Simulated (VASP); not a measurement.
The system is Ta.

```
Ta
1.0
    -1.65128    1.65128    1.65128
     1.65128   -1.65128    1.65128
     1.65128    1.65128   -1.65128
Ta
1
Direct
  0.00000 0.00000 0.00000
```

* Program: VASP 6.6.1
* Task: relaxation of cell and atoms
* Functional: PBE
* Potentials or basis: VASP PAW PBE potentials, release 64 (Ta_pv)
* Cutoff: 350 eV
* k mesh: 18 × 18 × 18
* Occupations: gaussian, width 0.1 eV
* Spin: no spin polarisation

At the start: pressure 2.9 GPa; volume 18.01 Å³/atom.

Question: How do energy, volume and symmetry change on relaxing?

Answer: Over 15 steps the energy falls by 2.2 meV/atom and the volume is 18.27 Å³/atom (+1.4 %); space group Im-3m (No. 229, to 0.05 Å).

The path:
```
step  energy change (eV)  largest force (eV/Å)  pressure (GPa)  volume (Å³)
   1              0.0000                0.0000            2.85        18.01
   2              0.0090                0.0000           -5.94        18.86
   3             -0.0022                0.0000           -0.02        18.27
   4             -0.0022                0.0000            0.03        18.26
   5             -0.0022                0.0000            0.04        18.26
   6             -0.0022                0.0000            0.04        18.26
   7             -0.0022                0.0000            0.03        18.26
   8             -0.0022                0.0000            0.03        18.26
   9             -0.0022                0.0000            0.03        18.26
  10             -0.0022                0.0000            0.03        18.26
  11             -0.0022                0.0000            0.03        18.26
  12             -0.0022                0.0000            0.03        18.26
  13             -0.0022                0.0000            0.03        18.26
  14             -0.0022                0.0000            0.03        18.26
  15             -0.0022                0.0000            0.01        18.27
```

Final structure:
```xyz
1
Lattice="-1.6590 1.6590 1.6590 1.6590 -1.6590 1.6590 1.6590 1.6590 -1.6590" Properties=species:S:1:pos:R:3 pbc="T T T"
Ta    0.0000    0.0000    0.0000
```
